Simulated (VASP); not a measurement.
VASP runs on Ni3Pt (space group Fm-3m) share one base input (PBE GGA, plane waves, VASP's PBE PAW potentials (set 64)) and change the settings named in each case.

KPOINTS:
```
Automatic mesh
0
Gamma
7 7 7
0 0 0
```

POSCAR:
```
Ni3Pt
4.2788060
  0.0000000000   0.7071068424   0.7071068424
  0.7071068424   0.0000000000   0.7071068424
  0.7071068424   0.7071068424   0.0000000000
Pt Ni
1 3
Cart
  0.0000000000   0.0000000000   0.0000000000
  0.7071068424   0.7071068424   0.7071068424
  0.3535534212   0.3535534212   0.3535534212
  1.0606602636   1.0606602636   1.0606602636
```

### INCAR
```
# general
SYSTEM  = Ni3Pt
PREC    = Accurate
ENCUT   = 300   # plane-wave cut-off (eV)
LREAL   = .FALSE.   # projection in real space or not
LASPH   = .TRUE.

# electronic loop
EDIFF   = 1E-6   # SCF stop (eV)
NELM    = 100   # most electronic steps
ALGO    = Normal
LMAXMIX = 6   # l cut-off of mixed one-centre charges

# smearing
ISMEAR  = 0   # Gaussian
SIGMA   = 0.136

# functional
GGA     = PE

# spin
ISPIN   = 2   # spin-polarised
MAGMOM  = 0.0 3*2.0

# ions
ISIF    = 2   # forces and stress, cell fixed

# output
LWAVE   = .FALSE.
LCHARG  = .FALSE.
LORBIT  = 11   # lm-projected
```

POTCAR, in this order: Pt Ni (PBE.64 set). Program: vasp_std.

```
change                                                                                                                                                     E(σ→0) (eV/atom)  pressure (GPa)  −TS (eV)
---------------------------------------------------------------------------------------------------------------------------------------------------------  ----------------  --------------  --------
base run                                                                                                                                                            -5.5029          -17.60   -0.0580
GGA = PS                                                                                                                                                            -6.1048          -25.21   -0.0649
GGA_COMPAT = .FALSE., ISPIN removed, LNONCOLLINEAR = .TRUE., LSORBIT = .TRUE., MAGMOM = 0.0 0.0 0.0 0.0 0.0 2.0 0.0 0.0 2.0 0.0 0.0 2.0, program vasp_ncl           -5.6045          -17.66   -0.0661
KPOINTS 6×6×6 Γ-centred mesh                                                                                                                                        -5.5017          -17.33   -0.0647
```
 Energies of different potentials or functionals have different zeros.  Unless said otherwise, spin-orbit coupling is left out, though it shifts the bands of the heavy elements here. At 300 eV the pressure can carry a Pulay error.

Left out are runs that ran out of time, are held back, or changed the cell or the kind of run, fixed moments of cells without a moment, rows past the twelfth, gaps on odd meshes, pressures of charged cells and columns that move by less than the noise.

The structure was generated: Ni3Pt was put into an ordered model structure, which need not be its known phase. The cell was not relaxed at this level.
